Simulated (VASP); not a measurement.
All values below come from LDA (Ceperley-Alder, Perdew-Zunger) with spin-orbit coupling, VASP's LDA PAW potentials (set 64) (plane waves; VASP).

VASP input:

### POSCAR
```
Nb
1
   -1.6211913731     1.6211913731     1.6211913731
    1.6211913731    -1.6211913731     1.6211913731
    1.6211913731     1.6211913731    -1.6211913731
Nb
1
Direct
  0.0000000000   0.0000000000   0.0000000000
```

**INCAR**
```
! general
SYSTEM      =  Nb
PREC        =  Accurate
ENCUT       =  400   ! plane-wave cut-off (eV)
LREAL       =  .FALSE.
LASPH       =  .TRUE.

! electronic loop
EDIFF       =  1E-6
NELM        =  100
ALGO        =  Normal
LMAXMIX     =  4   ! l cut-off of mixed one-centre charges

! smearing
ISMEAR      =  0   ! Gaussian
SIGMA       =  0.05   ! width (eV)

! functional
GGA_COMPAT  =  .FALSE.

! spin
MAGMOM      =  0 0 0
LSORBIT     =  .TRUE.

! output
LWAVE       =  .FALSE.
LCHARG      =  .FALSE.
```

### KPOINTS_OPT
```
k-points along high-symmetry lines
8
Line-mode
Reciprocal
  0.000000   0.000000   0.000000 ! GAMMA
  0.500000  -0.500000   0.500000 ! H

  0.500000  -0.500000   0.500000 ! H
  0.000000  -0.000000   0.500000 ! N

  0.000000  -0.000000   0.500000 ! N
  0.000000   0.000000   0.000000 ! GAMMA

  0.000000   0.000000   0.000000 ! GAMMA
  0.250000   0.250000   0.250000 ! P

  0.250000   0.250000   0.250000 ! P
  0.500000  -0.500000   0.500000 ! H

  0.250000   0.250000   0.250000 ! P
  0.000000  -0.000000   0.500000 ! N
```

File KPOINTS:
```
Automatic mesh
0
G
14 14 14
```

POTCAR, in this order: Nb_sv (LDA.64 set). Program: vasp_ncl.

Problem. What does the run give for the energy per atom (σ→0), band gap (over mesh and band path)?

Solution. 
```json
{
 "energy per atom (σ→0)": "-11.339 eV/atom",
 "band gap (over mesh and band path)": "none (metal, semimetal or under 0.01 eV)"
}
```

File OSZICAR:
```
...
DAV:   7    -0.113368036829E+02    0.45027E-01   -0.26613E-01  7264   0.631E+00    0.101E+00
DAV:   8    -0.113390887164E+02   -0.22850E-02   -0.88046E-03  5776   0.128E+00    0.671E-01
DAV:   9    -0.113400973708E+02   -0.10087E-02   -0.47624E-03  5140   0.101E+00    0.188E-01
DAV:  10    -0.113399813536E+02    0.11602E-03   -0.84513E-04  5956   0.443E-01    0.231E-02
DAV:  11    -0.113399832823E+02   -0.19287E-05   -0.32516E-05  6532   0.771E-02    0.988E-03
DAV:  12    -0.113399827197E+02    0.56265E-06   -0.13082E-06  3504   0.149E-02
   1 F= -.11339983E+02 E0= -.11339019E+02  d E =-.192704E-02  mag=     0.0000     0.0000    -0.0000
       N       E                     dE             ncg
```

The compound is Nb in the bcc structure. It was relaxed first, which changed the volume by -5 %.
